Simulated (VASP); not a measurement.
**LaCoPO: what a Hubbard U does to the moments**

Aim: follow the moments of LaCoPO as U grows. The starting structure is a computed structure from the Materials Project. The reference starts from ferromagnetic moments.

Method: Kohn-Sham DFT with plane waves and PAW; PBEsol, PBEsol+U (Co d 2 eV), PBEsol+U (Co d 4 eV) and PBEsol+U (Co d 6 eV), in VASP 6.6.1.

## Step 1: Set-up

Symmetry: P4/nmm, No. 129, tetragonal system. Conventional cell: a = 3.991 Å, b = 3.991 Å, c = 8.265 Å, α = 90.00°, β = 90.00°, γ = 90.00°. Nearest to La lie 4 O at 2.36 Å. Nearest to Co lie 4 P at 2.22 Å. Nearest to P lie 4 Co at 2.22 Å. O has 4 La at 2.36 Å nearest. Farther neighbours and most contacts between anions are not listed.

## Step 2: Run with PBEsol

PBEsol restores the gradient expansion of exchange and is tuned for the cells of solids.

The input, INCAR:

```
SYSTEM = LaCoPO
PREC = Accurate
ENCUT = 480
EDIFF = 1E-07
NELM = 200
ISMEAR = 0
SIGMA = 0.05
LREAL = .FALSE.
ALGO = Normal
GGA = PS
NBANDS = 46
ISPIN = 2
MAGMOM = 0 0 2.4 2.4 0 0 0 0
LASPH = .TRUE.
LMAXMIX = 6
AMIX = 0.2
BMIX = 1E-04
AMIX_MAG = 0.8
BMIX_MAG = 1E-04
LORBIT = 11
LWAVE = .FALSE.
LCHARG = .FALSE.
KPAR = 8
```

The input, POSCAR:

```
LaCoPO
1.0
    3.9912560000      0.0000000000      0.0000000000
    0.0000000000      3.9912560000      0.0000000000
    0.0000000000      0.0000000000      8.2649260000
La Co P O
2 2 2 2
Direct
    0.5000000000      0.0000000000      0.1531320000
    0.0000000000      0.5000000000      0.8468680000
    0.0000000000      0.0000000000      0.5000000000
    0.5000000000      0.5000000000      0.5000000000
    0.0000000000      0.5000000000      0.3816310000
    0.5000000000      0.0000000000      0.6183690000
    0.5000000000      0.5000000000      0.0000000000
    0.0000000000      0.0000000000      0.0000000000
```

The input, KPOINTS:

```
Automatic mesh
0
Gamma
8 8 4
0 0 0
```

Potentials, in the order of the species: La, Co, P and O (PBE family, release 64).

Launch:

```console
> mpirun -np 8 vasp_std
```

The log of the run:

```text
[banner, memory and clock lines left out]
running    8 mpi-ranks, on    1 nodes
 distrk:  each k-point on    1 cores,    8 groups
 distr:  one band on    1 cores,    1 groups

 POSCAR found type information on POSCAR LaCoP O
 POSCAR found :  4 types and       8 ions
|                                                                             |
|           W    W    AA    RRRRR   N    N  II  N    N   GGGG   !!!           |
|           W    W   A  A   R    R  NN   N  II  NN   N  G    G  !!!           |
|           W    W  A    A  R    R  N N  N  II  N N  N  G       !!!           |
|           W WW W  AAAAAA  RRRRR   N  N N  II  N  N N  G  GGG   !            |
|           WW  WW  A    A  R   R   N   NN  II  N   NN  G    G                |
|           W    W  A    A  R    R  N    N  II  N    N   GGGG   !!!           |
|                                                                             |
|     For optimal performance we recommend to set                             |
|       NCORE = 2 up to number-of-cores-per-socket                            |
|     NCORE specifies how many cores store one orbital (NPAR=cpu/NCORE).      |
|     This setting can greatly improve the performance of VASP for DFT.       |
|     The default, NCORE=1 might be grossly inefficient on modern             |
|     multi-core architectures or massively parallel machines. Do your        |
|     Unfortunately you need to use the default for GW and RPA                |
|     calculations (for HF NCORE is supported but not extensively tested      |
|     yet).                                                                   |
|                                                                             |

|                                                                             |
|               ----> ADVICE to this user running VASP <----                  |
|                                                                             |
|     You enforced a specific xc type in the INCAR file but a different       |
|     [... a line on the potential file left out ...]
|     I HOPE YOU KNOW WHAT YOU ARE DOING!                                     |
|                                                                             |

 LDA part: xc-table for (Slater+PW92), standard interpolation
 POSCAR, INCAR and KPOINTS ok, starting setup
 FFT: planning ... GRIDC
 FFT: planning ... GRID_SOFT
 FFT: planning ... GRID
 WAVECAR not read
 entering main loop
       N       E                     dE             d eps       ncg     rms          rms(c)
DAV:   1     0.624656192425E+03    0.62466E+03   -0.21699E+04  8428   0.182E+03
DAV:   2     0.101630812032E+03   -0.52303E+03   -0.46602E+03  9070   0.355E+02
DAV:   3    -0.515445384015E+02   -0.15318E+03   -0.14235E+03 11270   0.186E+02
DAV:   4    -0.728523819743E+02   -0.21308E+02   -0.20250E+02 14662   0.759E+01
DAV:   5    -0.745176273768E+02   -0.16652E+01   -0.16263E+01 14798   0.218E+01    0.316E+01
DAV:   6    -0.839121640055E+02   -0.93945E+01   -0.29450E+02 14520   0.113E+02    0.501E+01
DAV:   7    -0.652196163084E+02    0.18693E+02   -0.82667E+01 14118   0.832E+01    0.152E+01
DAV:   8    -0.646287183559E+02    0.59090E+00   -0.22776E+01 15032   0.273E+01    0.832E+00
DAV:   9    -0.644309706686E+02    0.19775E+00   -0.61670E+00 15058   0.124E+01    0.554E+00
DAV:  10    -0.643257495831E+02    0.10522E+00   -0.65998E-01 15452   0.584E+00    0.365E+00
DAV:  11    -0.642757484466E+02    0.50001E-01   -0.39844E-01 15136   0.426E+00    0.141E+00
DAV:  12    -0.642659520674E+02    0.97964E-02   -0.92950E-02 15200   0.191E+00    0.514E-01
DAV:  13    -0.642668768233E+02   -0.92476E-03   -0.11797E-02 14840   0.720E-01    0.244E-01
DAV:  14    -0.642668784396E+02   -0.16163E-05   -0.38753E-03 15976   0.368E-01    0.157E-01
DAV:  15    -0.642668882744E+02   -0.98348E-05   -0.88107E-04 15968   0.177E-01    0.952E-02
DAV:  16    -0.642669799355E+02   -0.91661E-04   -0.32243E-04 15616   0.973E-02    0.491E-02
DAV:  17    -0.642670142170E+02   -0.34282E-04   -0.19746E-04 16296   0.713E-02    0.296E-02
DAV:  18    -0.642670316495E+02   -0.17432E-04   -0.77462E-05 16320   0.443E-02    0.197E-02
DAV:  19    -0.642670415822E+02   -0.99327E-05   -0.35576E-05 16296   0.328E-02    0.119E-02
DAV:  20    -0.642670475191E+02   -0.59369E-05   -0.39921E-05 14384   0.254E-02    0.687E-03
DAV:  21    -0.642670478700E+02   -0.35091E-06   -0.64378E-06 16512   0.154E-02    0.426E-03
DAV:  22    -0.642670482407E+02   -0.37068E-06   -0.36676E-06 15712   0.868E-03    0.277E-03
DAV:  23    -0.642670481988E+02    0.41919E-07   -0.12359E-06 14296   0.469E-03    0.150E-03
DAV:  24    -0.642670482097E+02   -0.10902E-07   -0.11546E-07  8104   0.228E-03
   1 F= -.64267048E+02 E0= -.64265242E+02  d E =-.361335E-02  mag=     1.2782
```

Wall time 70 s (8 MPI ranks of AMD EPYC 9R45, shared host); peak memory 4.2 GiB.

The logs omit lines about the potential files and the build; timing stands in the text.

OUTCAR, selected parts (step 2):

```text
ion  position               nearest neighbor table
   1  0.500  0.000  0.153-   7 2.36   8 2.36   7 2.36   8 2.36
   2  0.000  0.500  0.847-   7 2.36   8 2.36   8 2.36   7 2.36
   3  0.000  0.000  0.500-   5 2.22   6 2.22   5 2.22   6 2.22   4 2.82   4 2.82   4 2.82   4 2.82

  LATTYP: Found a simple tetragonal cell.
 ALAT       =     3.9912560000
 C/A-ratio  =     2.0707581774

 Subroutine GETGRP returns: Found 16 space group operations
 (whereof  8 operations were pure point group operations)

The static configuration has the point symmetry D_2d.
 The point group associated with its full space group is D_4h.

 Found     45 irreducible k-points:

   k-points           NKPTS =     45   k-points in BZ     NKDIM =     45   number of bands    NBANDS=     46

   dimension x,y,z NGX =    30 NGY =   30 NGZ =   60
   dimension x,y,z NGXF=    60 NGYF=   60 NGZF=  120

   ENCUT  =  480.0 eV  35.28 Ry    5.94 a.u.   7.13  7.13 14.76*2*pi/ulx,y,z

   NELECT =      62.0000    total number of electrons

 k-points in reciprocal lattice and weights: Automatic mesh
   0.00000000  0.00000000  0.00000000       0.004
   0.12500000  0.00000000  0.00000000       0.016
   0.25000000  0.00000000  0.00000000       0.016
   0.37500000  0.00000000  0.00000000       0.016
   0.50000000  0.00000000  0.00000000       0.008
   0.12500000  0.12500000  0.00000000       0.016
   0.25000000  0.12500000  0.00000000       0.031
   0.37500000  0.12500000  0.00000000       0.031
   0.50000000  0.12500000  0.00000000       0.016
[...]
0.50000000  0.37500000  0.50000000       0.016
   0.50000000  0.50000000  0.50000000       0.004

 average (electrostatic) potential at core
       1 -94.6409       2 -94.6409       3 -80.0283       4 -80.0283       5 -80.3231
       6 -80.3231       7 -66.7504       8 -66.7504

 E-fermi :   8.3541

 spin component 1
 k-point     1 :       0.0000    0.0000    0.0000
  band No.  band energies     occupation
    ...
     27       6.6588      1.00000
     28       7.1227      1.00000
     29       7.3345      1.00000
     30       7.3345      1.00000
     31       7.6570      1.00000
     32       9.9305      0.00000
     33       9.9949      0.00000
     34      10.4685      0.00000
     35      10.4685      0.00000
     36      10.4976      0.00000
    ...

 k-point     2 :       0.1250    0.0000    0.0000
  band No.  band energies     occupation
    ...
     27       6.6128      1.00000
     28       6.9188      1.00000
     29       7.1097      1.00000
     30       7.5969      1.00000
     31       7.6723      1.00000
     32       9.7328      0.00000
     33       9.9762      0.00000
     34      10.1896      0.00000
     35      10.3154      0.00000
     36      10.8550      0.00000
    ...

 k-point     3 :       0.2500    0.0000    0.0000
  band No.  band energies     occupation
    ...
     27       6.5309      1.00000
     28       6.6290      1.00000
     29       6.8833      1.00000
     30       7.6434      1.00000
     31       8.0151      1.00000
     32       9.0988      0.00000
     33       9.7693      0.00000
     34       9.9333      0.00000
     35      10.4627      0.00000
     36      10.9335      0.00000
    ...

 k-point     4 :       0.3750    0.0000    0.0000
  band No.  band energies     occupation
    ...
     26       6.1859      1.00000
     27       6.2903      1.00000
     28       6.3412      1.00000
     29       6.8839      1.00000
     30       7.3948      1.00000
     31       8.4803      0.00018
     32       8.9719      0.00000
     33       9.4551      0.00000
     34       9.4566      0.00000
     35      10.6639      0.00000
    ...

 k-point     5 :       0.5000    0.0000    0.0000
  band No.  band energies     occupation
    ...
     26       5.9191      1.00000
     27       6.1903      1.00000
     28       6.1903      1.00000
     29       7.0733      1.00000
     30       7.0733      1.00000
     31       8.9622      0.00000
     32       8.9622      0.00000
     33       9.1857      0.00000
     34       9.1857      0.00000
     35      10.7787      0.00000
    ...

 k-point     6 :       0.1250    0.1250    0.0000
  band No.  band energies     occupation
    ...
     27       6.6016      1.00000
     28       6.8306      1.00000
     29       7.0482      1.00000
     30       7.5222      1.00000
     31       7.6719      1.00000
     32       9.5621      0.00000
     33       9.7369      0.00000
     34       9.8743      0.00000
     35      10.4859      0.00000
     36      11.0465      0.00000
    ...

  Total       -4.4549893     -4.4549893     -1.9532391      0.0000000      0.0000000      0.0000000
  in kB      -54.2124591    -54.2124591    -23.7688331      0.0000000      0.0000000      0.0000000
  external PRESSURE =     -44.0645838 kB  Pullay stress =       0.0000000 kB

  energy-cutoff  :      480.00
  volume of cell :      131.66
      direct lattice vectors                 reciprocal lattice vectors
     3.991256000  0.000000000  0.000000000     0.250547697  0.000000000  0.000000000
     0.000000000  3.991256000  0.000000000     0.000000000  0.250547697  0.000000000
     0.000000000  0.000000000  8.264926000     0.000000000  0.000000000  0.120993219

 POSITION                                       TOTAL-FORCE (eV/Angst)
 -----------------------------------------------------------------------------------
      1.99563      0.00000      1.26562         0.000000     -0.000000     -0.364050
      0.00000      1.99563      6.99930        -0.000000     -0.000000      0.364050
      0.00000      0.00000      4.13246         0.000000     -0.000000      0.000000
      1.99563      1.99563      4.13246        -0.000000      0.000000      0.000000
      0.00000      1.99563      3.15415         0.000000     -0.000000     -0.460290
      1.99563      0.00000      5.11077        -0.000000     -0.000000      0.460290
      1.99563      1.99563      0.00000         0.000000     -0.000000      0.000000
      0.00000      0.00000      0.00000         0.000000      0.000000      0.000000
 -----------------------------------------------------------------------------------
    total drift:                                0.000000      0.000000      0.000000

  FREE ENERGIE OF THE ION-ELECTRON SYSTEM (eV)
  ---------------------------------------------------
  free  energy   TOTEN  =       -64.2670482097 eV

  energy  without entropy=      -64.2634348549  energy(sigma->0) =      -64.26524153

 total charge
# of ion       s       p       d       f       tot
--------------------------------------------------
    1        2.035   5.661   0.680   0.239   8.616
    2        2.035   5.661   0.680   0.239   8.616
    3        0.452   0.528   7.483   0.000   8.463
    4        0.452   0.528   7.483   0.000   8.463
    5        1.027   1.449   0.000   0.000   2.476
    6        1.027   1.449   0.000   0.000   2.476
    7        1.571   3.449   0.000   0.000   5.019
    8        1.571   3.449   0.000   0.000   5.019
--------------------------------------------------
tot         10.171  22.173  16.326   0.478  49.149

 magnetization (x)
# of ion       s       p       d       f       tot
--------------------------------------------------
    1       -0.000   0.001   0.002   0.000   0.003
    2       -0.000   0.001   0.002   0.000   0.003
    3        0.012   0.009   0.600   0.000   0.621
    4        0.012   0.009   0.600   0.000   0.621
    5        0.001   0.008   0.000   0.000   0.009
    6        0.001   0.008   0.000   0.000   0.009
    7       -0.000   0.001   0.000   0.000   0.001
    8       -0.000   0.001   0.000   0.000   0.001
--------------------------------------------------
tot          0.025   0.036   1.204   0.001   1.266

[... 6 further parts left out ...]
```

The PAW data sets were made with PBE, which is usual practice but a small mismatch for other functionals. At this level the cell is under a tension of 4.4 GPa, so at these settings it is away from equilibrium.

PBEsol: the moments inside the Co spheres have a mean size of 0.62 μB, and the cell carries 1.28 μB, with no gap.

## Step 3: Run with PBEsol+U (Co d 2 eV)

The U is chosen by hand, not computed for this crystal, and pushes the named shell towards whole occupations. Against step 2 the input has LDAU = .TRUE., LDAUTYPE = 2, LDAUL = -1 2 -1 -1, LDAUU = 0 2 0 0, LDAUJ = 0 0 0 0 and LDAUPRINT = 1.

INCAR, as its differences from that of step 2:

```diff
@@ -13,2 +13,8 @@
 MAGMOM = 0 0 2.4 2.4 0 0 0 0
+LDAU = .TRUE.
+LDAUTYPE = 2
+LDAUL = -1 2 -1 -1
+LDAUU = 0 2 0 0
+LDAUJ = 0 0 0 0
+LDAUPRINT = 1
 LASPH = .TRUE.
```

POSCAR is that of step 2.

KPOINTS is that of step 2.

Launch:

```console
> mpirun -np 8 vasp_std
```

The log of the run:

```text
[banner, memory and clock lines left out]
running    8 mpi-ranks, on    1 nodes
[...]
[... a notice as in an earlier step ...]

 [... a notice as in an earlier step ...]

 LDA part: xc-table for (Slater+PW92), standard interpolation
 POSCAR, INCAR and KPOINTS ok, starting setup
[...]
entering main loop
       N       E                     dE             d eps       ncg     rms          rms(c)
DAV:   1     0.630151247468E+03    0.63015E+03   -0.21749E+04  8436   0.182E+03
DAV:   2     0.106714679759E+03   -0.52344E+03   -0.46572E+03  9044   0.353E+02
DAV:   3    -0.462867552691E+02   -0.15300E+03   -0.14210E+03 11140   0.186E+02
DAV:   4    -0.682017000146E+02   -0.21915E+02   -0.20844E+02 14562   0.766E+01
[...]
DAV:  21    -0.608127574733E+02   -0.17008E-05   -0.12609E-05 16200   0.143E-02    0.379E-03
DAV:  22    -0.608127575303E+02   -0.57003E-07   -0.15162E-06 15560   0.661E-03    0.225E-03
DAV:  23    -0.608127575377E+02   -0.73778E-08   -0.51370E-07 11552   0.386E-03
   1 F= -.60812758E+02 E0= -.60811330E+02  d E =-.285416E-02  mag=     1.4279
```

The job ended after 63 s (8 MPI ranks; peak memory 4.2 GiB).

From OUTCAR (step 3):

```text
  Total       -4.8380229     -4.8380229     -3.0049743      0.0000000      0.0000000      0.0000000
  in kB      -58.8735685    -58.8735685    -36.5673259      0.0000000      0.0000000      0.0000000
  external PRESSURE =     -51.4381543 kB  Pullay stress =       0.0000000 kB

 POSITION                                       TOTAL-FORCE (eV/Angst)
 -----------------------------------------------------------------------------------
      1.99563      0.00000      1.26562         0.000000     -0.000000     -0.310101
      0.00000      1.99563      6.99930         0.000000      0.000000      0.310101
      0.00000      0.00000      4.13246         0.000000      0.000000     -0.000000
      1.99563      1.99563      4.13246        -0.000000      0.000000     -0.000000
      0.00000      1.99563      3.15415         0.000000      0.000000     -0.071699
      1.99563      0.00000      5.11077         0.000000      0.000000      0.071699
      1.99563      1.99563      0.00000         0.000000     -0.000000     -0.000000
      0.00000      0.00000      0.00000         0.000000      0.000000     -0.000000
 -----------------------------------------------------------------------------------
    total drift:                                0.000000      0.000000      0.000000

  FREE ENERGIE OF THE ION-ELECTRON SYSTEM (eV)
  ---------------------------------------------------
  free  energy   TOTEN  =       -60.8127575377 eV

  energy  without entropy=      -60.8099033761  energy(sigma->0) =      -60.81133046

 magnetization (x)
# of ion       s       p       d       f       tot
--------------------------------------------------
    1       -0.000   0.000   0.002   0.000   0.002
    2       -0.000   0.000   0.002   0.000   0.002
    3        0.012   0.003   0.711   0.000   0.726
    4        0.012   0.003   0.711   0.000   0.726
    5        0.000   0.003   0.000   0.000   0.003
    6        0.000   0.003   0.000   0.000   0.003
    7       -0.000   0.001   0.000   0.000   0.001
    8       -0.000   0.001   0.000   0.000   0.001
--------------------------------------------------
tot          0.023   0.014   1.427   0.000   1.464

[... 2 parts as in an earlier step ...]

[... 1 further part left out ...]
[key lines of the parts left out:]
E-fermi :   8.2628
```

PBEsol+U (Co d 2 eV): the moments inside the Co spheres have a mean size of 0.73 μB, and the cell carries 1.43 μB, with no gap.

(Continued in part 2 of 2.)

[Lines on the potential files, build, host, timing and source positions are cut from VASP's logs without a mark.]

[Logs are printed without paths, hosts, clocks, repeated set-up lines and the standing remarks that a program may print on its own settings, such as how far it seeks lower states.]

[Hosts, paths, dates, database ids (printed as entryN), source tags and the programs' standing remarks are cut or masked in the printed files.]
